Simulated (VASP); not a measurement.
## HfO$_{2}$ (space group P2_12_12): computed properties

Computed with r2SCAN meta-GGA, VASP's PBE PAW potentials (set 64) (plane waves; VASP 6.6.1).

| Quantity | Value |
|---|---|
| space group | P2_12_12 (18) |
| cell | a = 5.085 Å, b = 5.166 Å, c = 4.893 Å, α = 90.00°, β = 90.00°, γ = 90.00° |
| volume per atom | 10.71 Å^3/atom |
| band gap (over mesh and band path) | 4.34 eV |
| smallest direct gap (over mesh and band path) | 4.34 eV |
| band-edge character | direct, Z to Z |
| density | 10.88 g/cm³ |

```cif
data_Hf4O8
_chemical_formula_sum 'Hf4 O8'
_space_group_name_H-M_alt 'P 1'
_space_group_IT_number 1
_cell_length_a 5.08466
_cell_length_b 5.16649
_cell_length_c 4.89268
_cell_angle_alpha 90.000
_cell_angle_beta 90.000
_cell_angle_gamma 90.000
loop_
_space_group_symop_operation_xyz
  'x, y, z'
loop_
_atom_site_label
_atom_site_type_symbol
_atom_site_fract_x
_atom_site_fract_y
_atom_site_fract_z
_atom_site_occupancy
Hf1 Hf 0.27746 0.28190 0.72793 1
Hf2 Hf 0.72254 0.71810 0.72793 1
Hf3 Hf 0.77746 0.21810 0.27207 1
Hf4 Hf 0.22254 0.78190 0.27207 1
O1 O 0.50000 0.50000 0.42471 1
O2 O 0.00000 0.00000 0.57529 1
O3 O 0.50000 0.00000 0.51088 1
O4 O 0.00000 0.50000 0.48912 1
O5 O 0.31328 0.66350 0.89561 1
O6 O 0.68672 0.33650 0.89561 1
O7 O 0.81328 0.83650 0.10439 1
O8 O 0.18672 0.16350 0.10439 1
```

Unless said otherwise, spin-orbit coupling is left out, though it shifts the bands of the heavy elements here.

The structure comes from a computed database's HfO2 entry (P2_12_12); how it stands against other phases isn't given here. It was relaxed first. Symmetry was kept, so distortions that lower it aren't found.
